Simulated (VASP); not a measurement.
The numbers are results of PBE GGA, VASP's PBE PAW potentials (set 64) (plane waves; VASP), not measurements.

A VASP calculation is set up with these files.

INCAR:
```
# general
SYSTEM=NaF
PREC  =Accurate
ENCUT =520
LREAL =.False.   # projection in real space or not
LASPH =.True.   # aspherical one-centre terms

# electronic loop
EDIFF =1E-6
NELM  =100   # most electronic steps
ALGO  =Normal
IMIX  =4
AMIX  =1.0
BMIX  =0.0001

# smearing
ISMEAR=0   # Gaussian
SIGMA =0.05

# functional
GGA   =PE

# ions
ISIF  =2

# output
LWAVE =.False.
LCHARG=.False.
```

### POSCAR
```
NaF
1
    0.0000000000     2.3613000000     2.3613000000
    2.3613000000     0.0000000000     2.3613000000
    2.3613000000     2.3613000000     0.0000000000
Na F
1 1
Direct
  0.0000000000   0.0000000000   0.0000000000
  0.5000000000   0.5000000000   0.5000000000
```

**KPOINTS**
```
Regular mesh
0
gamma
9 9 9
```

POTCAR, in this order: Na_pv F (PBE.64 set). Program: vasp_std.

What VASP printed:

### OSZICAR
```
       N       E                     dE             d eps       ncg     rms          rms(c)
DAV:   1     0.110114440741E+03    0.11011E+03   -0.81430E+03   791   0.149E+03
DAV:   2    -0.298421394908E+01   -0.11310E+03   -0.10309E+03   826   0.370E+02
DAV:   3    -0.940819913437E+01   -0.64240E+01   -0.64042E+01   902   0.870E+01
DAV:   4    -0.947570639263E+01   -0.67507E-01   -0.67497E-01   845   0.982E+00
DAV:   5    -0.947645504403E+01   -0.74865E-03   -0.74863E-03   890   0.108E+00    0.543E+00
DAV:   6    -0.115744638940E+02   -0.20980E+01   -0.32201E+01   935   0.499E+01    0.132E+01
DAV:   7    -0.854515637622E+01    0.30293E+01   -0.14960E+01   869   0.334E+01    0.489E-01
DAV:   8    -0.856908610901E+01   -0.23930E-01   -0.24814E-01   776   0.599E+00    0.323E-01
DAV:   9    -0.856907156164E+01    0.14547E-04   -0.41860E-03   872   0.745E-01    0.104E-01
DAV:  10    -0.856903057762E+01    0.40984E-04   -0.83491E-04   827   0.404E-01    0.478E-02
DAV:  11    -0.856902683871E+01    0.37389E-05   -0.81035E-05   868   0.134E-01    0.177E-02
DAV:  12    -0.856902622271E+01    0.61599E-06   -0.25273E-05   809   0.620E-02    0.250E-03
DAV:  13    -0.856902509768E+01    0.11250E-05   -0.11179E-06   487   0.142E-02    0.491E-04
DAV:  14    -0.856902513416E+01   -0.36482E-07   -0.13016E-07   427   0.523E-03
   1 F= -.85690251E+01 E0= -.85690251E+01  d E =-.108097E-10
```

**OUTCAR**
```
------------------------ aborting loop because EDIFF is reached ----------------------------------------
  FORCE on cell =-STRESS in cart. coord.  units (eV):
  Direction    XX          YY          ZZ          XY          YZ          ZX
  --------------------------------------------------------------------------------------
  Total       -0.1238278     -0.1238278     -0.1238278      0.0000000      0.0000000     -0.0000000
  in kB       -7.5343416     -7.5343416     -7.5343416      0.0000000      0.0000000     -0.0000000
  external PRESSURE =      -7.5343416 kB  Pullay stress =       0.0000000 kB
  volume of cell :       26.33
      direct lattice vectors                 reciprocal lattice vectors
     0.000000000  2.361300000  2.361300000    -0.211747766  0.211747766  0.211747766
     2.361300000  0.000000000  2.361300000     0.211747766 -0.211747766  0.211747766
     2.361300000  2.361300000  0.000000000     0.211747766  0.211747766 -0.211747766
  FREE ENERGIE OF THE ION-ELECTRON SYSTEM (eV)
  ---------------------------------------------------
  free  energy   TOTEN  =        -8.5690251342 eV

  energy  without entropy=       -8.5690251341  energy(sigma->0) =       -8.56902513
```
(Selected blocks of OUTCAR.)

The compound is NaF in the rock salt structure. The cell was not relaxed at this level. The run is one of a series of settings (AMIX = 1.0, BMIX = 0.0001, IMIX = 4 against the base run), some of them coarse on purpose.
